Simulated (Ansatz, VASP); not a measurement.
## TiSi2 (Zhiqinite): VASP beside Ansatz

One calculation is typed for both programs; each brings its own data sets. How far apart do they land? The structure shown is the end of the Ansatz relaxation below.

Program: Ansatz 0.2.0. Level of theory: plane waves, with VASP 6.6.1 beside it; single point at PBEsol. Results are calculated unless marked as measured.

## Step 1: The starting structure

Symmetry: Fddd, No. 70, orthorhombic system. Conventional cell: a = 4.727 Å, b = 8.111 Å, c = 8.457 Å, α = 90.00°, β = 90.00°, γ = 90.00°. Nearest to Si lie 5 Si at 2.50 to 2.75 Å and 5 Ti at 2.52 to 2.73 Å. Ti has 10 Si at 2.52 to 2.73 Å nearest. Farther neighbours are not listed.

## Step 2: Ansatz: relaxation, PBEsol

Ansatz runs on its PAW soft_1 files.

This run makes the geometry at which the two programs are then compared.

Contents of input.yaml:

```yaml
crystal:
  lattice:
    - [0.0, 4.060581753, 4.2220978679]
    - [2.3641455144, 0.0, 4.2220978679]
    - [2.3641455144, 4.060581753, 0.0]
  atoms:
    - { symbol: Si, position: [0.0862450432, 0.4137549568, 0.0862450432] }
    - { symbol: Si, position: [0.4137549568, 0.0862450432, 0.4137549568] }
    - { symbol: Si, position: [0.1637549568, 0.8362450432, 0.1637549568] }
    - { symbol: Si, position: [0.8362450432, 0.1637549568, 0.8362450432] }
    - { symbol: Ti, position: [0.75, 0.75, 0.75] }
    - { symbol: Ti, position: [0.5, 0.5, 0.5] }
kpoints:
  mp_grid: { grid: [12, 12, 12] }
hamiltonian:
  xc: pbesol
  pseudopotentials: { kind: paw, azcp: { folder: soft_1 }, xc_functional: pbe }
scf:
  occupations: { method: methfessel_paxton, width: 0.2 }
output:
  forces: true
  stress: true
  eigenvalues: true
relax:
  adjacent_minimum: "off"
  f_tol: 0.001
  max_steps: 60
  cell: { stress_tol: 0.01, fix: [volume] }
```

Command:

```
$ ansatz run input.yaml --threads 4 --pin off --max-ram 16384MiB --backend cpu --events-out ev --progress --plain --runs-dir out
```

Numbers of over 12 decimals in the logs are rounded to 6 here.

The program printed:

```text
Engine: ansatz 0.2.0, x86_64-unknown-linux-gnu
Pseudopotentials: kind: paw
Pseudopotential: Si, paw, valence charge 4, recommended cutoff 420 eV (normal), soft_1/Si.paw.azcp
Pseudopotential: Ti, paw, valence charge 12, recommended cutoff 420 eV (normal), soft_1/Ti.paw.azcp
Functional definition: PBEsol
  exchange = pbesol_x
  correlation = pbesol_c
Crystal: 6 atoms, lattice volume = 81.063 Å³
Basis set: ecut = 420 eV, 1573 PW (Γ), exchange–correlation on 80×72×64 points (8 copies of the dense FFT grid, shifted against one another)
Bands: 26, of which v1, the nominal top of the filled ones, is band 20 counted from 1 (19 counted from 0)
Symmetry: 8 space group operations
Space group: Fddd (ITA 70), of the structure as read, at distance tolerance 4.3e-5 Å
k-points: 280 of 1728
Non-local potential: Si, projectors of the file, l = 0: 2, l = 1: 2, l = 2: 1
Non-local potential: Ti, projectors of the file, l = 0: 3, l = 1: 2, l = 2: 3, l = 3: 1
PAW form: soft (Blöchl's): semilocal exchange-correlation on the pseudo side does not see the compensation charge
PAW frozen core: Si, regenerated for the run's functional, and the local potential with it (the file was generated under x = pbe(κ = 0.804, μ = 0.219515), c = pbe(β = 0.066725))
PAW frozen core: Ti, regenerated for the run's functional, and the local potential with it (the file was generated under x = pbe(κ = 0.804, μ = 0.219515), c = pbe(β = 0.066725))
PAW one-centre angular grid: Si, 110 points (default); XC on 64 Gauss nodes
PAW one-centre angular grid: Ti, 590 points (default); XC on 64 Gauss nodes
Initial density: superposition of atomic densities (chi_scale 0.1, normalization cell, long waves kept (reshape's long-wave potential 0.00 eV rms))
Initial wavefunctions: pseudopotential atomic-orbital guess
Functional: x = pbesol(κ = 0.804, μ = 0.123457), c = pbesol(β = 0.046)
SCF iter   1: F=—  HF=-7438.500275 eV  |F-HF|=—  |Δ(HF+E_count)|=         —  Δρ=3.88e-2  dr2=2.12e0  ethr=3.10e-3  ⟨swp⟩=6.1  Hψ=33607  notcnv=0
preconditioner: auto → Kerker (q_TF=auto, 2.425 Å⁻¹)  [metal: Δε(μ)=0.011 eV  Ē_g=6.460 eV  σ=0.200 eV  W_gap=0.05  n_scr=16 (ndim 8)  ℏωp=20.2 eV  f_vac=0.000  D(μ)=1.95/eV (n_scr^D=12)]
SCF iter   2: F=—  HF=-7438.054517 eV  |F-HF|=—  |Δ(HF+E_count)|=   4.46e-1  S|Δr|=    0.00e0  Δρ=2.41e-2  dr2=7.50e-1  ethr=3.10e-3  ⟨swp⟩=1.3  Hψ=9646  notcnv=0  defer=30
SCF iter   3: F=—  HF=-7437.786602 eV  |F-HF|=—  |Δ(HF+E_count)|=   2.68e-1  S|Δr|=    0.00e0  Δρ=2.39e-3  dr2=3.82e-3  ethr=1.87e-3  ⟨swp⟩=2.1  Hψ=11835  notcnv=0  defer=30
SCF iter   4: F=—  HF=-7437.785419 eV  |F-HF|=—  |Δ(HF+E_count)|=   1.18e-3  S|Δr|=    0.00e0  Δρ=7.35e-4  dr2=4.07e-4  ethr=9.55e-6  ⟨swp⟩=2.3  Hψ=12001  notcnv=0  defer=84
SCF iter   5: F=—  HF=-7437.785349 eV  |F-HF|=—  |Δ(HF+E_count)|=   6.91e-5  S|Δr|=    0.00e0  Δρ=1.35e-4  dr2=1.19e-5  ethr=1.02e-6  ⟨swp⟩=2.1  Hψ=8708  notcnv=0  defer=84
SCF iter   6: F=—  HF=-7437.785346 eV  |F-HF|=—  |Δ(HF+E_count)|=   3.15e-6  S|Δr|=    0.00e0  Δρ=2.24e-5  dr2=3.20e-7  ethr=2.97e-8  ⟨swp⟩=2.4  Hψ=10834  notcnv=0  defer=245
SCF iter   7: F=-7437.785346 eV  HF=-7437.785346 eV  |F-HF|=6.98e-9  |Δ(HF+E_count)|=   7.43e-8  S|Δr|=    0.00e0  Δρ=4.20e-6  dr2=1.29e-8  ethr=2.50e-10  ⟨swp⟩=9.1  Hψ=31493  notcnv=0
SCF 1 converged in 7 iterations: F = -7437.785346 eV  dr2 = 1.29e-8
  greatest PAW one-centre occupation: 0.998 electrons in one spin orbital (limit 2), on the Ti atom at site 5 (counted from 0), in its partial waves of l = 0
relax step   1: F+E_penalty+E_count = -7437.78534620 eV  Δ(F+E_penalty+E_count) = +0.000e0 eV  max|allowed force component| = 8.234e-3 eV/Å  Δτ_max = 0.0000 Å  P = +3.267 GPa  Ω = 81.063 Å³  fix = [volume]  reactions: volume +3.267 GPa  (7 SCF iters, dr2 threshold 1.00e-7 eV, accepted)
[...]
relax step   2: F+E_penalty+E_count = -7437.78570172 eV  Δ(F+E_penalty+E_count) = -3.555e-4 eV  max|allowed force component| = 3.434e-4 eV/Å  Δτ_max = 0.0007 Å  P = +3.181 GPa  Ω = 81.063 Å³  energy of the carried Pulay correction = +4.161e-18 eV  fix = [volume]  reactions: volume +3.181 GPa  (4 SCF iters, dr2 threshold 6.00e-7 eV, accepted)
[...]
relax step   3: F+E_penalty+E_count = -7437.78572093 eV  Δ(F+E_penalty+E_count) = -1.921e-5 eV  max|allowed force component| = 4.596e-4 eV/Å  Δτ_max = 0.0000 Å  P = +3.194 GPa  Ω = 81.063 Å³  energy of the carried Pulay correction = +8.322e-18 eV  fix = [volume]  reactions: volume +3.194 GPa  (3 SCF iters, dr2 threshold 4.79e-8 eV, accepted)
[...]
relax step   4: F+E_penalty+E_count = -7437.78572135 eV  Δ(F+E_penalty+E_count) = -4.196e-7 eV  max|allowed force component| = 4.952e-4 eV/Å  Δτ_max = 0.0000 Å  P = +3.194 GPa  Ω = 81.063 Å³  energy of the carried Pulay correction = +4.161e-18 eV  fix = [volume]  reactions: volume +3.194 GPa  (3 SCF iters, dr2 threshold 7.78e-10 eV, accepted)
[...]
relax step   5: F+E_penalty+E_count = -7437.78572367 eV  Δ(F+E_penalty+E_count) = -2.323e-6 eV  max|allowed force component| = 4.900e-4 eV/Å  Δτ_max = 0.0000 Å  P = +3.194 GPa  Ω = 81.063 Å³  fix = [volume]  reactions: volume +3.194 GPa  stress off target by 2.53e-3 GPa on what of the cell is left free  SCF on the basis re-selected at this cell (its energy is not comparable with the rows above)  (4 SCF iters)
basis re-selected at this cell: Δ(F+E_penalty+E_count) = -2.323e-6 eV, ΔP = +0.000 GPa vs the last step (what re-selecting the basis moved, of the pressure what is left beyond the Pulay correction that the steps carried, after the strain that the cell walked since its last selection, with what the two solves' SCF thresholds leave and, on support functions, any second-order correction that the steps lacked; it is no m [...]
SCF converged after 4 iterations
Stability not checked: this state was not tested for a lower state beside it, because cold or Methfessel-Paxton smearing, or corrected tetrahedra, fill the levels in a way that the test cannot read (fill_not_monotonic; see scf.lower_state_search)
Free energy (F): -7437.785724 eV
Harris-Foulkes:  -7437.785724 eV  (|F-HF|=1.82e-12)
Internal energy: -7437.785489 eV  (E = F + TS)
E sigma→0 (E₀):  -7437.785665 eV
Entropy (-TS):   -0.000235 eV (-0.039 meV/atom)
Fermi energy:    13.005385 eV
--- Per-component energies (eV) ---
  E_band       = -195.821886
  E_kinetic    = 740.033555
  E_local      = -2098.865775  (includes V_loc(G=0)·N_el)
  E_nonlocal   = 215.160140
  E_hartree    = 897.607686
  E_xc         = -463.741190
  E_vxc        = -493.812901  (∫ρ·V_xc dr)
  E_paw        = -4025.602119  (= ΣΔE_a)
  E_vpaw       = -353.552246  (= ΣTr[D̂ρ^β])
  E_aug_tail   = -0.000006  (compensation charges beyond the density's cutoff)
  E_ewald      = -2702.782790
  E_core_change = 0.405012  (= ΣΔE_core)
  E_smearing   = -0.000235  (= −TS)
  E_closure    = -0.000000  (closes the sum)
  Σ components = -7437.785724   (vs F -7437.785724, Δ=0.00e0)
--- Forces (eV/Å), atoms counted from 1 ---
  atom   1  Si     0.00000000    -0.00048997    -0.00000000
  atom   2  Si    -0.00000000     0.00048997    -0.00000000
  atom   3  Si    -0.00000000     0.00048997     0.00000000
  atom   4  Si     0.00000000    -0.00048997     0.00000000
  atom   5  Ti    -0.00000000     0.00000000    -0.00000000
  atom   6  Ti     0.00000000    -0.00000000     0.00000000
  max |Σ_I F_I| component: 0.00e0 eV/Å
--- Stress (GPa, compression-positive) ---
        3.193065       0.000000      -0.000000
        0.000000       3.192758       0.000000
       -0.000000       0.000000       3.196710
  P = ⅓ Tr σ = 3.1942 GPa (31.942 kbar)
--- Band table (eV; the first three rows and the last of 280) ---
  k-point 0: bands = [... 16 lower, 10.6583, 10.9965, 11.2429, 11.6234, 12.0422, 15.1500, 16.2837, 16.5122, ... 2 higher]
  k-point 1: bands = [... 16 lower, 10.5685, 10.9463, 11.5218, 11.6377, 12.0272, 15.0734, 16.2699, 16.3807, ... 2 higher]
  k-point 2: bands = [... 16 lower, 10.9163, 11.0357, 11.7355, 11.8470, 12.1083, 14.8497, 16.0398, 16.1151, ... 2 higher]
  k-point 279: bands = [... 16 lower, 11.4500, 11.4500, 11.9729, 11.9729, 13.7612, 13.7612, 16.3944, 16.3944, ... 2 higher]
--- Relaxed structure (4 steps of the walk, 4 accepted, 1 SCFs on fresh bases) ---
  F+E_penalty+E_count = -7437.78572367 eV   max|allowed force component| = 4.900e-4 eV/Å   (the final SCF, on the basis selected at the relaxed cell)
  cell:  # Å, volume = 81.0626 Å³
    - [0, 4.055691, 4.228252]
    - [2.363551, 0, 4.228252]
    - [2.363551, 4.055691, 0]
  atoms:
    - { symbol: Si, position: [0.086156, 0.413844, 0.086156] }
    - { symbol: Si, position: [0.413844, 0.086156, 0.413844] }
    - { symbol: Si, position: [0.163844, 0.836156, 0.163844] }
    - { symbol: Si, position: [0.836156, 0.163844, 0.836156] }
    - { symbol: Ti, position: [0.750000, 0.75, 0.750000] }
    - { symbol: Ti, position: [0.500000, 0.5, 0.5] }
```

The column dr2 measures how far the density is from self-consistency, as an energy; F and HF (Harris–Foulkes) agree once it is small.

## Step 3: VASP: single point, PBEsol, pair 1

The same cell, functional, mesh and smearing now go to VASP, with its own data sets.

Lines of VASP's logs that name or quote its potential files are left out, and so is its time.

Contents of INCAR:

```
SYSTEM = TiSi2
PREC = Accurate
ENCUT = 500
EDIFF = 1E-06
NELM = 120
ISMEAR = 1
SIGMA = 0.2
LREAL = .FALSE.
ALGO = Normal
GGA = PS
NBANDS = 26
LASPH = .TRUE.
LORBIT = 11
LWAVE = .FALSE.
LCHARG = .FALSE.
ISIF = 2
GGA_COMPAT = .FALSE.
KPAR = 2
```

Contents of POSCAR:

```
TiSi2
1.0
    0.0000000000      4.0556911817      4.2282523960
    2.3635509937      0.0000000000      4.2282523960
    2.3635509937      4.0556911817      0.0000000000
Si Ti
4 2
Direct
    0.0861560134      0.4138439866      0.0861560134
    0.4138439866      0.0861560134      0.4138439866
    0.1638439866      0.8361560134      0.1638439866
    0.8361560134      0.1638439866      0.8361560134
    0.7500000000      0.7500000000      0.7500000000
    0.5000000000      0.5000000000      0.5000000000
```

Contents of KPOINTS:

```
Automatic mesh
0
Gamma
12 12 12
0 0 0
```

Potentials, in the order of the species: Si and Ti_sv (PBE family, release 64).

Command:

```
$ mpirun -np 2 vasp_std
```

The program printed:

```text
[banner, memory and clock lines left out]
running    2 mpi-ranks, on    1 nodes
 distrk:  each k-point on    1 cores,    2 groups
 distr:  one band on    1 cores,    1 groups

 POSCAR found type information on POSCAR SiTi
 POSCAR found :  2 types and       6 ions
|                                                                             |
|               ----> ADVICE to this user running VASP <----                  |
|                                                                             |
|     You enforced a specific xc type in the INCAR file but a different       |
|     [... a line on the potential file left out ...]
|     I HOPE YOU KNOW WHAT YOU ARE DOING!                                     |
|                                                                             |

 LDA part: xc-table for (Slater+PW92), standard interpolation
 POSCAR, INCAR and KPOINTS ok, starting setup
 FFT: planning ... GRIDC
 FFT: planning ... GRID_SOFT
 FFT: planning ... GRID
 WAVECAR not read
 entering main loop
       N       E                     dE             d eps       ncg     rms          rms(c)
DAV:   1     0.380936862843E+03    0.38094E+03   -0.18796E+04 14560   0.160E+03
DAV:   2     0.925933262134E+00   -0.38001E+03   -0.37369E+03 14584   0.460E+02
DAV:   3    -0.439484173212E+02   -0.44874E+02   -0.44013E+02 25706   0.130E+02
DAV:   4    -0.470739726378E+02   -0.31256E+01   -0.31153E+01 20000   0.321E+01
DAV:   5    -0.472709325813E+02   -0.19696E+00   -0.19692E+00 22934   0.697E+00    0.201E+01
DAV:   6    -0.442339135417E+02    0.30370E+01   -0.36452E+01 20746   0.453E+01    0.696E+00
DAV:   7    -0.437404627621E+02    0.49345E+00   -0.66779E+00 19600   0.192E+01    0.545E+00
DAV:   8    -0.436674409451E+02    0.73022E-01   -0.70194E-01 20474   0.679E+00    0.996E-01
DAV:   9    -0.436615678139E+02    0.58731E-02   -0.11075E-01 20608   0.284E+00    0.511E-01
DAV:  10    -0.436622754027E+02   -0.70759E-03   -0.41119E-03 19470   0.531E-01    0.192E-01
DAV:  11    -0.436622753469E+02    0.55788E-07   -0.27394E-03 23346   0.401E-01    0.122E-01
DAV:  12    -0.436622362177E+02    0.39129E-04   -0.73825E-04 20744   0.217E-01    0.173E-02
DAV:  13    -0.436622323784E+02    0.38393E-05   -0.45022E-05 20014   0.614E-02    0.144E-02
DAV:  14    -0.436622316544E+02    0.72398E-06   -0.32801E-06 18456   0.157E-02
   1 F= -.43662232E+02 E0= -.43662155E+02  d E =-.228847E-03
```

Parts of OUTCAR (step 3):

```text
ion  position               nearest neighbor table
   1  0.086  0.414  0.086-   3 2.50   3 2.50   6 2.52   6 2.52   2 2.66   5 2.71   5 2.71   5 2.73
                             2 2.75   2 2.75
   2  0.414  0.086  0.414-   4 2.50   4 2.50   6 2.52   6 2.52   1 2.66   5 2.71   5 2.71   5 2.73
                             1 2.75   1 2.75
   3  0.164  0.836  0.164-   1 2.50   1 2.50   5 2.52   5 2.52   4 2.66   6 2.71   6 2.71   6 2.73
                             4 2.75   4 2.75
   4  0.836  0.164  0.836-   2 2.50   2 2.50   5 2.52   5 2.52   3 2.66   6 2.71   6 2.71   6 2.73
                             3 2.75   3 2.75
   5  0.750  0.750  0.750-   4 2.52   3 2.52   4 2.52   3 2.52   2 2.71   2 2.71   1 2.71   1 2.71
                             1 2.73   2 2.73
   6  0.500  0.500  0.500-   1 2.52   2 2.52   1 2.52   2 2.52   3 2.71   3 2.71   4 2.71   4 2.71
                             3 2.73   4 2.73

  LATTYP: Found a face centered orthorhombic cell.
 ALAT       =     4.7271019874
 B/A-ratio  =     1.7159313222
 C/A-ratio  =     1.7889406267

 Subroutine GETGRP returns: Found  8 space group operations
 (whereof  4 operations were pure point group operations)

The static configuration has the point symmetry D_2 .
 The point group associated with its full space group is D_2h.

 Found    280 irreducible k-points:

   k-points           NKPTS =    280   k-points in BZ     NKDIM =    280   number of bands    NBANDS=     26

   dimension x,y,z NGX =    48 NGY =   36 NGZ =   36
   dimension x,y,z NGXF=    96 NGYF=   72 NGZF=   72

   ENCUT  =  500.0 eV  36.75 Ry    6.06 a.u.  10.68  8.83  8.56*2*pi/ulx,y,z

   NELECT =      40.0000    total number of electrons

 k-points in reciprocal lattice and weights: Automatic mesh
   0.00000000  0.00000000  0.00000000       0.001
   0.08333333 -0.00000000 -0.00000000       0.005
   0.16666667  0.00000000  0.00000000       0.005
   0.25000000  0.00000000  0.00000000       0.005
   0.33333333  0.00000000  0.00000000       0.005
   0.41666667  0.00000000  0.00000000       0.005
   0.50000000  0.00000000  0.00000000       0.002
   0.08333333  0.08333333  0.00000000       0.001
   0.16666667  0.08333333  0.00000000       0.005
[...]
-0.08333333  0.41666667  0.50000000       0.001
   0.00000000  0.50000000  0.50000000       0.001

 average (electrostatic) potential at core
       1 -78.3430       2 -78.3430       3 -78.3430       4 -78.3430       5 -69.3258
       6 -69.3258

 E-fermi :  10.5195

 k-point     1 :       0.0000    0.0000    0.0000
  band No.  band energies     occupation
    ...
     17       8.1731      2.00000
     18       8.5145      2.00000
     19       8.7611      2.00000
     20       9.1409      2.00000
     21       9.5595      2.00000
     22      12.6573     -0.00000
     23      13.7908     -0.00000
     24      14.0228     -0.00000
     25      14.1231     -0.00000
     26      14.3945     -0.00000

 k-point     2 :       0.0833   -0.0000   -0.0000
  band No.  band energies     occupation
    ...
     17       8.0874      2.00000
     18       8.4638      2.00000
     19       9.0389      2.00000
     20       9.1551      2.00000
     21       9.5444      2.00000
     22      12.5811     -0.00000
     23      13.7777     -0.00000
     24      13.8897     -0.00000
     25      14.0973     -0.00000
     26      14.2289     -0.00000

 k-point     3 :       0.1667    0.0000    0.0000
  band No.  band energies     occupation
    ...
     17       8.4348      2.00000
     18       8.5523      2.00000
     19       9.2525      2.00000
     20       9.3638      2.00000
     21       9.6247      2.00000
     22      12.3585     -0.00000
     23      13.5496     -0.00000
     24      13.6234     -0.00000
     25      13.8023     -0.00000
     26      13.9428     -0.00000

  Total        1.6847205      1.6712859      1.7248529      0.0000000      0.0000000      0.0000000
  in kB       33.2979643     33.0324340     34.0911691      0.0000000      0.0000000      0.0000000
  external PRESSURE =      33.4738558 kB  Pullay stress =       0.0000000 kB

  energy-cutoff  :      500.00
  volume of cell :       81.06
      direct lattice vectors                 reciprocal lattice vectors
     0.000000000  4.055691182  4.228252396    -0.211546102  0.123283548  0.118252165
     2.363550994  0.000000000  4.228252396     0.211546102 -0.123283548  0.118252165
     2.363550994  4.055691182  0.000000000     0.211546102  0.123283548 -0.118252165

 POSITION                                       TOTAL-FORCE (eV/Angst)
 -----------------------------------------------------------------------------------
      1.18178      0.69884      2.11413        -0.000000     -0.001617     -0.000000
      1.18178      3.35685      2.11413        -0.000000      0.001617     -0.000000
      2.36355      1.32900      4.22825         0.000000      0.001617      0.000000
      2.36355      6.78238      4.22825         0.000000     -0.001617      0.000000
      3.54533      6.08354      6.34238         0.000000     -0.000000     -0.000000
      2.36355      4.05569      4.22825        -0.000000     -0.000000      0.000000
 -----------------------------------------------------------------------------------
    total drift:                               -0.000000     -0.000000     -0.000000

  FREE ENERGIE OF THE ION-ELECTRON SYSTEM (eV)
  ---------------------------------------------------
  free  energy   TOTEN  =       -43.6622316544 eV

  energy  without entropy=      -43.6620028070  energy(sigma->0) =      -43.66215537

 total charge
# of ion       s       p       d       tot
------------------------------------------
    1        0.769   0.880   0.000   1.649
    2        0.769   0.880   0.000   1.649
    3        0.769   0.880   0.000   1.649
    4        0.769   0.880   0.000   1.649
    5        2.182   6.182   2.110  10.474
    6        2.182   6.182   2.110  10.474
--------------------------------------------------
tot          7.442  15.884   4.220  27.546

[... 3 further parts left out ...]
```

The run ends at a pressure of 3.35 GPa, with forces up to 0.0016 eV/Å.

## Step 4: Comparison

Known differences besides the potentials themselves: the cutoff is 420 eV in Ansatz and 500 eV in VASP; Ansatz makes its cores anew for this functional, VASP keeps those of its PBE data sets; Ansatz's pressure holds a Pulay correction, VASP's none. Total energies have different zeros and are not compared.

Both answers:

| quantity | Ansatz | VASP | difference |
| --- | --- | --- | --- |
| pressure (GPa) | 3.19 | 3.35 | -0.15 |

(Continued in part 2 of 2.)

[Lines on the potential files, build, host, timing and source positions are cut from VASP's logs without a mark.]

[Logs are printed without paths, hosts, clocks, repeated set-up lines and the standing remarks that a program may print on its own settings, such as how far it seeks lower states.]

[Hosts, paths, dates, database ids (printed as entryN), source tags and the programs' standing remarks are cut or masked in the printed files.]
